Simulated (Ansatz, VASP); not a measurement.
# One calculation of HfMoC2, two programs

```xyz
4
Lattice="3.1914 0.0000 0.0000 0.0000 3.1914 0.0000 0.0000 0.0000 4.4852" Properties=species:S:1:pos:R:3 pbc="T T T"
Hf    0.0000    0.0000    0.0000
Mo    1.5957    1.5957    2.2426
C     1.5957    1.5957    0.0000
C     0.0000    0.0000    2.2426
```

Alike in both runs: functional PBEsol; k mesh 8 × 8 × 6; occupations fermi-dirac, width 0.05 eV; no spin polarisation; Hubbard terms Hf d U = 8.0 eV, Mo d U = 8.0 eV.

|  | VASP | Ansatz |
| --- | --- | --- |
| version | VASP 6.6.1 | Ansatz 0.2.0 |
| potentials or method | VASP PAW PBE potentials, release 64 (Hf_pv, Mo_sv, C), cutoff 520 eV | all-electron LAPW, scalar-relativistic |
| task | single point | density of states |

```csv
,VASP,Ansatz,Ansatz less VASP
gap on the k mesh at the Fermi level (eV),none,none,-
pressure (GPa),15.7,6.3,-9.40
largest component of the traceless stress (GPa),1.55,4.95,+3.402
```

The programs project onto different local orbitals, so the same U acts differently. A gap of «none» marks a metal or a gap that the smearing closes. Ansatz ran all-electron here, so the differences hold the error of VASP's frozen core and of both bases.

Caveats: U without spin polarisation on a metal has little footing; the U is typed as a test and isn't derived for this compound; the PAW data sets were made with another functional, which shifts forces and pressure a little (VASP); U is the effective U less J, on atomic orbitals that reach past the spheres (Ansatz); the density of states is complete only up to the lowest level of the last band computed (Ansatz). Spin-orbit coupling is left out, which matters for the levels of Hf.
